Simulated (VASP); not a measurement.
Input:

Ba is modelled in the cubic space group Im-3m (No. 229), the bcc (W type) structure, Pearson symbol cI2. Cell: a = 4.9356 Å, b = 4.9356 Å, c = 4.9356 Å, α = 90.00°, β = 90.00°, γ = 90.00°. Ba on 2a has 8 Ba at 4.274 Å and 6 Ba at 4.936 Å. (Neighbours: up to the widest gap in distance over summed covalent radii, below 1.35, at either atom.)
(The calculation used a cell of 1 atom; values per cell refer to that cell.)

The numbers are results of PBE GGA with D3 dispersion (Becke-Johnson damping), VASP's PBE PAW potentials (set 64) (plane waves; VASP), not measurements. Run with 520 eV cut-off, 10×10×10 Γ-centred mesh, first-order Methfessel-Paxton smearing of 0.10 eV, potentials Ba_sv.

Question: Give the energy at these volumes per atom, relative to the lowest: 56.68, 58.49, 60.30, 62.11, 63.92 Å³.

Answer: 6.0, 1.3, 0.0, 1.7, 6.1 meV/atom. A third-order Birch-Murnaghan fit gives B0 = 9.0 GPa and B0′ = 3.8.

Measured: bulk modulus 9.3 GPa at 0 K (computed value off by -3.4 %), as given by H. Levämäki et al., Physical Review B (2014), arXiv:1402.3671 [corrected for temperature and zero-point phonon effects]; a 4.995 Å at 0 K (computed value off by -1.2 %), as given by Gábor I. Csonka et al., Physical Review B (2009), arXiv:0903.4037 [low-temperature or extrapolated to 0 K; zero-point anharmonic expansion removed].

The compound is Ba in the bcc structure. It was relaxed first.
